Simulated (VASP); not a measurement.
Method: PBE GGA, VASP's PBE PAW potentials (set 64) (plane waves; VASP).

The input files of a VASP run:

KPOINTS:
```
K-points
0
gamma
8 8 6
```

File POSCAR:
```
TiAl
1
    2.8300000000     0.0000000000     0.0000000000
    0.0000000000     2.8300000000     0.0000000000
    0.0000000000     0.0000000000     4.0700000000
Ti Al
1 1
Direct
  0.0037170000  -0.0153700000   0.0118520000
  0.4962830000   0.5153700000   0.4881480000
```

INCAR:
```
SYSTEM = TiAl
PREC = Accurate
ENCUT = 300
EDIFF = 1E-6
NELM = 100
ALGO = Normal
LREAL = .FALSE.
LASPH = .TRUE.
ISMEAR = -1
SIGMA = 0.136
GGA = PE
LMAXMIX = 4
LWAVE = .FALSE.
LCHARG = .FALSE.
ISIF = 3
IBRION = 2
NSW = 50
EDIFFG = -0.01
```

POTCAR, in this order: Ti_sv Al (PBE.64 set). Program: vasp_std.

At this cut-off the stress carries a Pulay error, which pulls relaxed volumes low.

Problem. What does the run give for the energy per atom (σ→0), volume per atom, band gap (on the k-mesh)?

Solution. 
The energy per atom (σ→0) is -6187 meV/atom, the band gap (on the k-mesh) is none (metal, semimetal or under 0.01 eV) and the volume per atom comes out as 16.24 Å³/atom.

**OSZICAR**
```
...
       N       E                     dE             d eps       ncg     rms          rms(c)
DAV:   1    -0.124296261783E+02   -0.24962E-03   -0.24671E-02  5785   0.390E+00    0.133E-01
DAV:   2    -0.124295559915E+02    0.70187E-04   -0.33945E-03  4746   0.697E-01    0.563E-02
DAV:   3    -0.124295042913E+02    0.51700E-04   -0.22964E-04  5428   0.167E-01    0.289E-02
DAV:   4    -0.124294938199E+02    0.10471E-04   -0.43437E-05  6732   0.770E-02    0.902E-03
DAV:   5    -0.124294951880E+02   -0.13680E-05   -0.28307E-06  4702   0.236E-02    0.440E-03
DAV:   6    -0.124294957956E+02   -0.60766E-06   -0.61272E-07  2456   0.745E-03
   8 F= -.12429496E+02 E0= -.12374503E+02  d E =-.119433E-03
```

The structure is a typed TiAl crystal. In the starting cell atoms are displaced from their ideal sites. This run relaxes it. The run is one of a series of settings (EDIFFG = -0.01, IBRION = 2, ISIF = 3, NSW = 50 against the base run), some of them coarse on purpose. The electron count is odd and the run is not spin-polarised, which forces a metal.
